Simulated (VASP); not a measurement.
A run of VASP 6.6.1:

The input INCAR:

```
SYSTEM = CoSi2
PREC = Accurate
ENCUT = 600
EDIFF = 1E-7
ISMEAR = 0
SIGMA = 0.1
LREAL = .FALSE.
LASPH = .TRUE.
NELM = 100
ALGO = Normal
ISIF = 3
LWAVE = .FALSE.
LCHARG = .FALSE.
GGA = PS
IBRION = 2
NSW = 100
EDIFFG = -0.002
```

File KPOINTS:

```
Automatic mesh
0
G
  14 14 14
  0 0 0
```

Contents of POSCAR:

```
CoSi2
1.0
    0.0000000000      2.6780000000      2.6780000000
    2.6780000000      0.0000000000      2.6780000000
    2.6780000000      2.6780000000      0.0000000000
Co Si
1 2
Direct
    0.0000000000      0.0000000000      0.0000000000
    0.2500000000      0.2500000000      0.2500000000
    0.7500000000      0.7500000000      0.7500000000
```

Potentials or basis: VASP PAW PBE potentials, release 64 (Co, Si).

Launch:

```console
$ cat potpaw_PBE.64/Co/POTCAR potpaw_PBE.64/Si/POTCAR > POTCAR
$ mpirun -np 1 vasp_std > vasp.out
```

Hardware: 1 thread of Intel(R) Xeon(R) 6975P-C (Granite Rapids), with other jobs on the host.

Problem. How long does it take, and how much memory?

Solution. Run time: 91 s on 1 thread of Intel(R) Xeon(R) 6975P-C (Granite Rapids), on a shared host, peak memory 0.22 GiB. Counts: scf iterations 51, k points 104, ion steps 6.
